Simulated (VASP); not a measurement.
All values below come from revPBE GGA, VASP's PBE PAW potentials (set 64) (plane waves; VASP).

VASP ran on this input.

### INCAR
```
# general
SYSTEM  = CdTe
PREC    = Accurate
ENCUT   = 300   # plane-wave cut-off (eV)
LREAL   = .FALSE.
LASPH   = .TRUE.   # aspherical one-centre terms

# electronic loop
EDIFF   = 1E-6   # SCF stop (eV)
NELM    = 100   # most electronic steps
ALGO    = Normal   # blocked Davidson
LMAXMIX = 4   # l cut-off of mixed one-centre charges

# smearing
ISMEAR  = -1   # Fermi-Dirac
SIGMA   = 0.05   # width (eV)

# functional
GGA     = RE   # revPBE

# ions
ISIF    = 2   # forces and stress, cell fixed

# output
LWAVE   = .FALSE.
LCHARG  = .FALSE.
```

**KPOINTS**
```
kpoints
0
gamma
  21 21 21
0 0 0
```

File POSCAR:
```
CdTe
4.6416120
  0.0000000000   0.7071067121   0.7071067121
  0.7071067121   0.0000000000   0.7071067121
  0.7071067121   0.7071067121   0.0000000000
Cd Te
1 1
Cartesian
  0.0000000000   0.0000000000   0.0000000000
  0.3535533560   0.3535533560   0.3535533560
```

POTCAR, in this order: Cd Te (PBE.64 set). Program: vasp_std.

The resulting files:

OSZICAR:
```
       N       E                     dE             d eps       ncg     rms          rms(c)
DAV:   1     0.725578104065E+02    0.72558E+02   -0.63048E+03  7676   0.761E+02
DAV:   2    -0.189761186337E+01   -0.74455E+02   -0.72198E+02  8791   0.221E+02
DAV:   3    -0.442297144707E+01   -0.25254E+01   -0.25213E+01  8821   0.432E+01
DAV:   4    -0.444908432463E+01   -0.26113E-01   -0.26111E-01 10740   0.371E+00
DAV:   5    -0.444914002909E+01   -0.55704E-04   -0.55704E-04  8666   0.150E-01    0.574E+00
DAV:   6    -0.424103571904E+01    0.20810E+00   -0.41052E-01  8371   0.768E+00    0.457E+00
DAV:   7    -0.422645229981E+01    0.14583E-01   -0.12991E-01  8701   0.251E+00    0.164E+00
DAV:   8    -0.422844901222E+01   -0.19967E-02   -0.11556E-02  7581   0.137E+00    0.501E-01
DAV:   9    -0.422927857235E+01   -0.82956E-03   -0.15460E-03  8584   0.402E-01    0.101E-01
DAV:  10    -0.422940565984E+01   -0.12709E-03   -0.15160E-04  8221   0.126E-01    0.540E-02
DAV:  11    -0.422952037611E+01   -0.11472E-03   -0.23162E-04  7581   0.973E-02    0.309E-02
DAV:  12    -0.422952018392E+01    0.19219E-06   -0.30859E-06  9206   0.161E-02
   1 F= -.42295202E+01 E0= -.42295198E+01  d E =-.770677E-06
```

### OUTCAR
```
------------------------ aborting loop because EDIFF is reached ----------------------------------------
  FORCE on cell =-STRESS in cart. coord.  units (eV):
  Direction    XX          YY          ZZ          XY          YZ          ZX
  --------------------------------------------------------------------------------------
  Total        0.9569147      0.9569147      0.9569147     -0.0000000      0.0000000      0.0000000
  in kB       21.6816551     21.6816551     21.6816551     -0.0000000      0.0000000      0.0000000
  external PRESSURE =      21.6816551 kB  Pullay stress =       0.0000000 kB
  volume of cell :       70.71
      direct lattice vectors                 reciprocal lattice vectors
     0.000000000  3.282115000  3.282115000    -0.152340792  0.152340792  0.152340792
     3.282115000  0.000000000  3.282115000     0.152340792 -0.152340792  0.152340792
     3.282115000  3.282115000  0.000000000     0.152340792  0.152340792 -0.152340792
  FREE ENERGIE OF THE ION-ELECTRON SYSTEM (eV)
  ---------------------------------------------------
  free  energy   TOTEN  =        -4.2295201839 eV

  energy  without entropy=       -4.2295194132  energy(sigma->0) =       -4.22951980
```
(Selected blocks of OUTCAR.)

At this cut-off the stress carries a Pulay error, which pulls relaxed volumes low.

The structure comes from a computed database's CdTe entry; how it stands against other phases isn't given here. The cell was not relaxed at this level. The run is one of a series of settings (KPOINTS 21×21×21 Γ-centred mesh against the base run), some of them coarse on purpose.
